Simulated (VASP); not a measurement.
These are PW91 GGA, VASP's PBE PAW potentials (set 64) (plane waves; VASP) values and carry that method's errors.

Input for VASP

File POSCAR:
```
Ge
1
    0.0000000000     2.8770018224     2.8770018224
    2.8770018224     0.0000000000     2.8770018224
    2.8770018224     2.8770018224    -0.0000000000
Ge
2
Direct
  0.0000000000   0.0000000000   0.0000000000
  0.2500000000   0.2500000000   0.2500000000
```

File KPOINTS:
```
kpoints
0
G
10 10 10
0 0 0
```

### INCAR
```
LCHARG = .FALSE.
ENCUT = 520   # plane-wave cut-off (eV)
NELM = 100   # most electronic steps
IBRION = 2   # conjugate gradients
ISIF = 3   # ions, shape and volume
LASPH = .TRUE.   # aspherical one-centre terms
EDIFF = 1E-6   # SCF stop (eV)
GGA = 91   # PW91
LWAVE = .FALSE.
SYSTEM = Ge
PREC = Accurate
NSW = 60   # most ionic steps
LREAL = .FALSE.   # projection in real space or not
ISMEAR = 1   # Methfessel-Paxton
EDIFFG = -0.01   # ionic stop
ALGO = Normal
LMAXMIX = 4   # l cut-off of mixed one-centre charges
SIGMA = 0.1   # width (eV)
```

POTCAR, in this order: Ge_d (PBE.64 set). Program: vasp_std.

**Question.** What will the output report for the number of irreducible k-points (NKPTS), largest plane-wave count, number of space-group operations, FFT grid (NGX, NGY, NGZ)?

**Answer.** 
```json
{
  "number of irreducible k-points (NKPTS)": "47",
  "largest_plane_wave_count": "1307",
  "number_of_space_group_operations": "48",
  "FFT grid (NGX, NGY, NGZ)": "30 × 30 × 30"
}
```

The compound is Ge in the diamond structure. This run relaxes it. Symmetry was kept, so distortions that lower it aren't found. The start is the result of an earlier pass.
